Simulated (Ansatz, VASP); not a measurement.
# Ga12Ge13O44 (amorphous 32Ga2O3-68GeO2 (mol %)): VASP beside Ansatz

Aim: how closely do two programs agree when they are given the same cell, functional and k mesh? Of the first pair: The structure shown is the start of the Ansatz relaxation below; VASP solves that cell, so the two are compared at the walk's first step.

Method: plane waves, with VASP 6.6.1 beside it; single point at PBE, in Ansatz 0.2.0.

### Step 1. The starting structure

The cell holds 69 atoms: 12 Ga, 13 Ge and 44 O. Its edges and angles: a = 10.328 Å, b = 10.328 Å, c = 10.328 Å, α = 90.0°, β = 90.0°, γ = 90.0°. As first built, before any earlier steps moved the atoms (in the runner's words): 69 atoms (12 Fe, 13 Ge, 44 O) placed at random at 3.56 g/cm^3, melted at 5000 K for 10 ps at fixed volume with the Morse and Coulomb pair potential with partial charges (Pedone, Malavasi, Menziani, Cormack and Segre, J. Phys. Chem. B 110, 11780 (2006)). Quenched from 5000 K to 300 K at 20 K/ps and fixed volume, held 5 ps, then minimised at fixed cell. Then Fe was replaced by Ga and the cell scaled by 1.006 (the potential has no terms for the new elements, so the cell is a start for a DFT relaxation). The cell carries charge +1.

### Step 2. Ansatz: relaxation, PBE

Ansatz runs on its PAW soft_1 files.

The two programs are compared at the cell with which this relaxation starts, whose forces are those of its first step.

File input.yaml:

```yaml
crystal:
  lattice:
    - [10.3277, 0.0, 0.0]
    - [0.0, 10.3277, 0.0]
    - [0.0, 0.0, 10.3277]
  atoms:
    - { symbol: Ga, position: [0.31675, 0.82156, 0.88505] }
    - { symbol: Ga, position: [0.31051, 0.69947, 0.15666] }
    - { symbol: Ga, position: [0.3049, 0.09834, 0.09262] }
    - { symbol: Ga, position: [0.10296, 0.6315, 0.89347] }
    - { symbol: Ga, position: [0.33819, 0.90504, 0.63885] }
    - { symbol: Ga, position: [0.56302, 0.94093, 0.08136] }
    - { symbol: Ga, position: [0.24725, 0.95502, 0.38097] }
    - { symbol: Ga, position: [0.84219, 0.45775, 0.04373] }
    - { symbol: Ga, position: [0.11154, 0.42886, 0.14291] }
    - { symbol: Ga, position: [0.08341, 0.87187, 0.12636] }
    - { symbol: Ga, position: [0.50896, 0.04112, 0.3482] }
    - { symbol: Ga, position: [0.8223, 0.7525, 0.99464] }
    - { symbol: Ge, position: [0.0119, 0.18619, 0.16309] }
    - { symbol: Ge, position: [0.38762, 0.46693, 0.31402] }
    - { symbol: Ge, position: [0.23244, 0.38905, 0.59209] }
    - { symbol: Ge, position: [0.55773, 0.59939, 0.94854] }
    - { symbol: Ge, position: [0.90991, 0.66493, 0.28513] }
    - { symbol: Ge, position: [0.10817, 0.68962, 0.55465] }
    - { symbol: Ge, position: [0.92184, 0.88023, 0.73325] }
    - { symbol: Ge, position: [0.61968, 0.28337, 0.17013] }
    - { symbol: Ge, position: [0.03436, 0.12476, 0.54703] }
    - { symbol: Ge, position: [0.78757, 0.17213, 0.37412] }
    - { symbol: Ge, position: [0.59476, 0.72769, 0.3601] }
    - { symbol: Ge, position: [0.31984, 0.38647, 0.90802] }
    - { symbol: Ge, position: [0.61642, 0.76951, 0.68999] }
    - { symbol: O, position: [0.70419, 0.6012, 0.04513] }
    - { symbol: O, position: [0.0886, 0.02343, 0.4225] }
    - { symbol: O, position: [0.9304, 0.5929, 0.94013] }
    - { symbol: O, position: [0.24173, 0.67277, 0.79314] }
    - { symbol: O, position: [0.22055, 0.83153, 0.2482] }
    - { symbol: O, position: [0.7579, 0.86379, 0.67652] }
    - { symbol: O, position: [0.97547, 0.03396, 0.68195] }
    - { symbol: O, position: [0.97591, 0.31658, 0.04942] }
    - { symbol: O, position: [0.17651, 0.75377, 0.02438] }
    - { symbol: O, position: [0.43366, 0.70634, 0.01557] }
    - { symbol: O, position: [0.87837, 0.10792, 0.23594] }
    - { symbol: O, position: [0.25059, 0.53399, 0.22517] }
    - { symbol: O, position: [0.32343, 0.38763, 0.7366] }
    - { symbol: O, position: [0.1832, 0.47636, 0.97587] }
    - { symbol: O, position: [0.12908, 0.28109, 0.24617] }
    - { symbol: O, position: [0.99753, 0.73324, 0.67793] }
    - { symbol: O, position: [0.94894, 0.51885, 0.19964] }
    - { symbol: O, position: [0.66328, 0.07295, 0.43292] }
    - { symbol: O, position: [0.5802, 0.11242, 0.16459] }
    - { symbol: O, position: [0.55612, 0.87077, 0.2688] }
    - { symbol: O, position: [0.3922, 0.95517, 0.02128] }
    - { symbol: O, position: [0.11092, 0.0508, 0.09969] }
    - { symbol: O, position: [0.62592, 0.62963, 0.79138] }
    - { symbol: O, position: [0.89965, 0.21859, 0.49394] }
    - { symbol: O, position: [0.12144, 0.51762, 0.56835] }
    - { symbol: O, position: [0.93971, 0.85976, 0.90165] }
    - { symbol: O, position: [0.47576, 0.84784, 0.74576] }
    - { symbol: O, position: [0.70704, 0.33643, 0.0367] }
    - { symbol: O, position: [0.01481, 0.70983, 0.4072] }
    - { symbol: O, position: [0.92154, 0.79156, 0.16158] }
    - { symbol: O, position: [0.15463, 0.23704, 0.59839] }
    - { symbol: O, position: [0.23975, 0.79381, 0.52202] }
    - { symbol: O, position: [0.35626, 0.40275, 0.46788] }
    - { symbol: O, position: [0.71409, 0.3154, 0.312] }
    - { symbol: O, position: [0.67989, 0.86139, 0.98424] }
    - { symbol: O, position: [0.39356, 0.98717, 0.48848] }
    - { symbol: O, position: [0.46518, 0.35466, 0.21362] }
    - { symbol: O, position: [0.34323, 0.07736, 0.26904] }
    - { symbol: O, position: [0.24469, 0.94931, 0.77998] }
    - { symbol: O, position: [0.4764, 0.44846, 0.94665] }
    - { symbol: O, position: [0.30328, 0.23749, 0.98509] }
    - { symbol: O, position: [0.46272, 0.62754, 0.29652] }
    - { symbol: O, position: [0.74551, 0.65316, 0.33083] }
    - { symbol: O, position: [0.56843, 0.72556, 0.52747] }
total_charge: 1
kpoints:
  mp_grid: { grid: [1, 1, 1] }
hamiltonian:
  xc: pbe
  pseudopotentials: { kind: paw, azcp: { folder: soft_1 } }
scf:
  occupations: { method: fermi_dirac, width: 0.01 }
  lower_state_search: "off"
output:
  forces: true
magnetization:
  spin_polarized: true
  initial_magnetization: 1
relax:
  f_tol: 0.05
  max_steps: 90
```

Command:

```console
> ansatz run input.yaml --threads 4 --pin off --max-ram 8192MiB --backend cpu --events-out ev --progress --plain --runs-dir out
```

Numbers of over 12 decimals in the logs are rounded to 6 here.

Output:

```text
Engine: ansatz 0.2.0, aarch64-unknown-linux-gnu
Pseudopotentials: kind: paw
Pseudopotential: Ga, paw, valence charge 13, recommended cutoff 420 eV (normal), soft_1/Ga.paw.azcp
Pseudopotential: Ge, paw, valence charge 14, recommended cutoff 420 eV (normal), soft_1/Ge.paw.azcp
Pseudopotential: O, paw, valence charge 6, recommended cutoff 420 eV (normal), soft_1/O.paw.azcp
Functional definition: PBE
  parameter kappa = 0.804
  parameter beta = 0.066725
  exchange = pbe_x(kappa = kappa, mu = beta*pi^2/3)
  correlation = pbe_c(beta = beta)
Crystal: 69 atoms, lattice volume = 1101.567 Å³
Basis set: ecut = 420 eV, 21559 PW (Γ), exchange–correlation on 144×144×144 points (8 copies of the dense FFT grid, shifted against one another)
Bands: 370, of which v1, the nominal top of the filled ones, is band 301 counted from 1 (300 counted from 0)
Symmetry: 1 space group operations
Space group: P1 (ITA 1), of the structure as read, at distance tolerance 1.0e-4 Å
Magnetic group: BNS 1.1 (UNI 1), of the structure as read, at distance tolerance 1.0e-4 Å
k-points: 1
Non-local potential: Ga, projectors of the file, l = 0: 2, l = 1: 2, l = 2: 3, l = 3: 1
Non-local potential: Ge, projectors of the file, l = 0: 2, l = 1: 2, l = 2: 3, l = 3: 1
Non-local potential: O, projectors of the file, l = 0: 2, l = 1: 2, l = 2: 1
PAW form: soft (Blöchl's): semilocal exchange-correlation on the pseudo side does not see the compensation charge
PAW one-centre angular grid: Ga, 590 points (default); XC on 64 Gauss nodes
PAW one-centre angular grid: Ge, 590 points (default); XC on 64 Gauss nodes
PAW one-centre angular grid: O, 110 points (default); XC on 64 Gauss nodes
Initial density: superposition of atomic densities (chi_scale 0.1, normalization cell, long waves kept (reshape's long-wave potential 0.71 eV rms))
Starting moments: Σ|m| = 1 μB on 69 of 69 sites
Initial wavefunctions: pseudopotential atomic-orbital guess
Functional: x = pbe(κ = 0.804, μ = 0.219515), c = pbe(β = 0.066725)
SCF iter   1: F=—  HF=-126224.313451 eV  |F-HF|=—  |Δ(HF+E_count)|=         —  Δρ=5.13e-2 (↑4.92e-2 ↓5.13e-2)  dr2=7.77e1  dr2_m=3.51e-1  M=1.000 μB ∫|m|=1.076 μB  β_m=1.00  ethr=3.10e-3  ⟨swp⟩=6.0  Hψ=3004  notcnv=0
preconditioner: auto → Resta (q_TF=auto, 2.466 Å⁻¹)  ε∞=2.9  [insulator: Δε(μ)=0.176 eV  Ē_g=19.981 eV  σ=0.010 eV  W_gap=1.00  n_scr=256 (ndim 8)  ℏωp=27.4 eV  f_vac=0.213  D(μ)=0.03/eV (n_scr^D=0)  ε∞_Penn≈2.9]
spin=Collinear: Resta preconditioning applied to the charge; magnetization (m = ρ↑ − ρ↓) channel mixes plain (no charge-response kernel on spin).
SCF iter   2: F=—  HF=-126208.671714 eV  |F-HF|=—  |Δ(HF+E_count)|=         —  Δρ=3.31e-2 (↑3.08e-2 ↓3.31e-2)  dr2=2.79e1  dr2_m=3.25e-1  M=0.433 μB ∫|m|=0.625 μB  β_m=0.30  ethr=3.10e-3  ⟨swp⟩=2.0  Hψ=1250  notcnv=0  defer=124
Mixer restart at iter 2: flushing history
preconditioner: auto → none  [metal: Δε(μ)=0.018 eV  Ē_g=19.603 eV  σ=0.010 eV  W_gap=0.43  n_scr=256 (ndim 8)  ℏωp=27.4 eV  f_vac=0.221  D(μ)=41.12/eV (n_scr^D=340)]
SCF iter   3: F=—  HF=-126202.685039 eV  |F-HF|=—  |Δ(HF+E_count)|=    5.99e0  Δρ=2.26e-2 (↑2.12e-2 ↓2.26e-2)  dr2=1.42e1  dr2_m=1.64e-1  M=0.158 μB ∫|m|=0.361 μB  β_m=0.30  ethr=3.10e-3  ⟨swp⟩=3.0  Hψ=967  notcnv=0  defer=124
SCF iter   4: F=—  HF=-126202.464023 eV  |F-HF|=—  |Δ(HF+E_count)|=   2.21e-1  Δρ=2.15e-2 (↑1.52e-2 ↓2.15e-2)  dr2=1.18e1  dr2_m=5.28e-1  M=0.965 μB ∫|m|=1.101 μB  β_m=0.30  ethr=2.37e-3  ⟨swp⟩=2.0  Hψ=1338  notcnv=0  defer=124
SCF iter   5: F=—  HF=-126200.455343 eV  |F-HF|=—  |Δ(HF+E_count)|=    2.01e0  Δρ=1.41e-2 (↑7.67e-3 ↓1.41e-2)  dr2=4.56e0  dr2_m=3.93e-1  M=1.000 μB ∫|m|=1.121 μB  β_m=0.30  ethr=1.97e-3  ⟨swp⟩=2.0  Hψ=871  notcnv=0  defer=124
SCF iter   6: F=—  HF=-126200.514702 eV  |F-HF|=—  |Δ(HF+E_count)|=   5.94e-2  Δρ=1.73e-2 (↑5.48e-3 ↓1.73e-2)  dr2=6.28e0  dr2_m=5.81e-1  M=1.000 μB ∫|m|=1.138 μB  β_m=0.30  ethr=7.58e-4  ⟨swp⟩=2.5  Hψ=1092  notcnv=0  defer=124
SCF iter   7: F=—  HF=-126199.948520 eV  |F-HF|=—  |Δ(HF+E_count)|=   5.66e-1  Δρ=1.17e-2 (↑4.83e-3 ↓1.17e-2)  dr2=4.57e0  dr2_m=2.12e-1  M=0.304 μB ∫|m|=0.497 μB  β_m=0.30  ethr=7.58e-4  ⟨swp⟩=3.0  Hψ=936  notcnv=0  defer=124
SCF iter   8: F=—  HF=-126199.850744 eV  |F-HF|=—  |Δ(HF+E_count)|=   9.78e-2  Δρ=8.00e-3 (↑2.88e-3 ↓8.00e-3)  dr2=1.06e0  dr2_m=1.67e-1  M=1.000 μB ∫|m|=1.095 μB  β_m=0.30  ethr=7.58e-4  ⟨swp⟩=2.5  Hψ=749  notcnv=0  defer=124
SCF iter   9: F=—  HF=-126199.821135 eV  |F-HF|=—  |Δ(HF+E_count)|=   2.96e-2  Δρ=4.93e-3 (↑1.94e-3 ↓4.93e-3)  dr2=4.79e-1  dr2_m=6.92e-2  M=0.994 μB ∫|m|=1.089 μB  β_m=0.30  ethr=1.76e-4  ⟨swp⟩=2.5  Hψ=784  notcnv=0  defer=124
SCF iter  10: F=—  HF=-126199.916026 eV  |F-HF|=—  |Δ(HF+E_count)|=   9.49e-2  Δρ=6.85e-3 (↑1.66e-3 ↓6.85e-3)  dr2=1.01e0  dr2_m=1.08e-1  M=1.000 μB ∫|m|=1.114 μB  β_m=0.30  ethr=7.96e-5  ⟨swp⟩=3.0  Hψ=1064  notcnv=0  defer=124
[...]
atom  15  Ge     0.00616136    -0.01589102    -0.01108581
  atom  16  Ge    -0.00120223     0.00765321    -0.01052617
  atom  17  Ge     0.01919125    -0.00139726     0.03970471
  atom  18  Ge    -0.00802389    -0.01188564    -0.01775103
  atom  19  Ge    -0.01771272     0.02310892    -0.00445817
  atom  20  Ge     0.02093722    -0.01295395     0.00819761
  atom  21  Ge     0.00196492    -0.00686690    -0.00299114
  atom  22  Ge     0.00087406     0.00739275     0.00276481
  atom  23  Ge     0.00195017     0.00923358     0.00970213
  atom  24  Ge     0.00533726    -0.01140430    -0.00335841
  atom  25  Ge    -0.01048876    -0.00001009    -0.00718474
  atom  26  O      0.00912855    -0.00486428    -0.00463156
  atom  27  O      0.01230578    -0.00179661    -0.01097268
  atom  28  O     -0.01975726    -0.00334174     0.00774390
  atom  29  O     -0.00194963     0.04819218     0.00478864
  atom  30  O     -0.00032843    -0.00255854     0.00321635
  atom  31  O      0.00796074    -0.00297743     0.00514849
  atom  32  O      0.00477744     0.00166239    -0.00894085
  atom  33  O      0.00868860     0.00517120    -0.00302774
  atom  34  O     -0.00596786    -0.00881180    -0.02485804
  atom  35  O      0.00477132    -0.01855938     0.00665979
  atom  36  O      0.00887611    -0.00040263    -0.00497820
  atom  37  O     -0.00845634    -0.00104147    -0.02458079
  atom  38  O      0.00134873    -0.00074839     0.00293679
[...]
atom  62  O     -0.00781714     0.00519922     0.01315900
  atom  63  O     -0.01898317    -0.00799401    -0.00228846
  atom  64  O     -0.01390056    -0.03475222     0.00342218
  atom  65  O     -0.00842486    -0.00347262    -0.00476071
  atom  66  O     -0.00391671    -0.00848167     0.00500042
  atom  67  O     -0.00350707     0.00916719     0.00144727
  atom  68  O      0.01341399     0.00102392    -0.00472171
  atom  69  O      0.00605810    -0.00419115     0.00383829
  max |Σ_I F_I| component: 5.49e-5 eV/Å
--- Relaxed structure (10 steps of the walk, 8 accepted, 0 SCFs on fresh bases) ---
  F+E_penalty+E_count = -126200.48460191 eV   max|allowed force component| = 4.819e-2 eV/Å
  atoms:
    - { symbol: Ga, position: [0.337853, 0.827947, 0.898276] }
    - { symbol: Ga, position: [0.309849, 0.700690, 0.161343] }
    - { symbol: Ga, position: [0.304274, 0.105585, 0.094825] }
    - { symbol: Ga, position: [0.099879, 0.644507, 0.893399] }
    - { symbol: Ga, position: [0.340345, 0.872910, 0.628231] }
    - { symbol: Ga, position: [0.569793, 0.947966, 0.083459] }
    - { symbol: Ga, position: [0.246566, 0.962491, 0.376234] }
    - { symbol: Ga, position: [0.842057, 0.458874, 0.042212] }
    - { symbol: Ga, position: [0.110567, 0.432610, 0.138498] }
    - { symbol: Ga, position: [0.082225, 0.873814, 0.125632] }
    - { symbol: Ga, position: [0.510149, 0.039747, 0.352011] }
    - { symbol: Ga, position: [0.821674, 0.753842, 0.995652] }
    - { symbol: Ge, position: [0.011805, 0.189359, 0.160880] }
    - { symbol: Ge, position: [0.385492, 0.467213, 0.314097] }
    - { symbol: Ge, position: [0.229242, 0.385578, 0.590003] }
    - { symbol: Ge, position: [0.558489, 0.598430, 0.949443] }
    - { symbol: Ge, position: [0.904669, 0.664799, 0.283469] }
    - { symbol: Ge, position: [0.101718, 0.679295, 0.548989] }
    - { symbol: Ge, position: [0.926876, 0.876798, 0.734557] }
    - { symbol: Ge, position: [0.620350, 0.286362, 0.173100] }
    - { symbol: Ge, position: [0.034734, 0.121988, 0.549029] }
    - { symbol: Ge, position: [0.788045, 0.172800, 0.376193] }
    - { symbol: Ge, position: [0.591972, 0.729314, 0.360621] }
    - { symbol: Ge, position: [0.317331, 0.389310, 0.906361] }
    - { symbol: Ge, position: [0.619768, 0.770278, 0.691770] }
    - { symbol: O, position: [0.703632, 0.603071, 0.045877] }
    - { symbol: O, position: [0.086536, 0.017076, 0.426135] }
    - { symbol: O, position: [0.929592, 0.596072, 0.940501] }
    - { symbol: O, position: [0.248302, 0.686411, 0.794191] }
    - { symbol: O, position: [0.219332, 0.835240, 0.248273] }
    - { symbol: O, position: [0.763367, 0.859964, 0.676909] }
    - { symbol: O, position: [0.981462, 0.030653, 0.686125] }
    - { symbol: O, position: [0.976449, 0.319395, 0.046332] }
    - { symbol: O, position: [0.179699, 0.757733, 0.024961] }
    - { symbol: O, position: [0.435660, 0.708665, 0.018292] }
    - { symbol: O, position: [0.879402, 0.111786, 0.236375] }
    - { symbol: O, position: [0.248858, 0.535219, 0.224724] }
    - { symbol: O, position: [0.317811, 0.400902, 0.735485] }
    - { symbol: O, position: [0.183085, 0.485216, 0.971257] }
    - { symbol: O, position: [0.132766, 0.283152, 0.239895] }
    - { symbol: O, position: [1.006259, 0.728237, 0.684333] }
    - { symbol: O, position: [0.947124, 0.519433, 0.198919] }
    - { symbol: O, position: [0.664514, 0.071936, 0.435081] }
    - { symbol: O, position: [0.581581, 0.114918, 0.167554] }
    - { symbol: O, position: [0.555709, 0.872465, 0.267920] }
    - { symbol: O, position: [0.397028, 0.964041, 0.018906] }
    - { symbol: O, position: [0.111866, 0.052755, 0.099823] }
    - { symbol: O, position: [0.624170, 0.629591, 0.791294] }
    - { symbol: O, position: [0.900727, 0.216474, 0.496909] }
[...]
- { symbol: O, position: [0.464559, 0.357471, 0.211879] }
    - { symbol: O, position: [0.345608, 0.082375, 0.270407] }
    - { symbol: O, position: [0.234393, 0.912318, 0.771747] }
    - { symbol: O, position: [0.474041, 0.450019, 0.946822] }
    - { symbol: O, position: [0.298312, 0.237509, 0.977590] }
    - { symbol: O, position: [0.458912, 0.629795, 0.298085] }
    - { symbol: O, position: [0.740587, 0.651982, 0.330386] }
    - { symbol: O, position: [0.563887, 0.735155, 0.528875] }
```

In the SCF lines HF is the Harris–Foulkes energy and dr2 the Hartree energy of the density residual, in eV; the loop may stop once dr2 is under the threshold and the program's other checks hold. Hψ counts applications of the Hamiltonian.

(Part 1 of 3 ends here.)

[Lines on the potential files, build, host, timing and source positions are cut from VASP's logs without a mark.]

[Logs are printed without paths, hosts, clocks, repeated set-up lines and the standing remarks that a program may print on its own settings, such as how far it seeks lower states.]

[Hosts, paths, dates, database ids (printed as entryN), source tags and the programs' standing remarks are cut or masked in the printed files.]
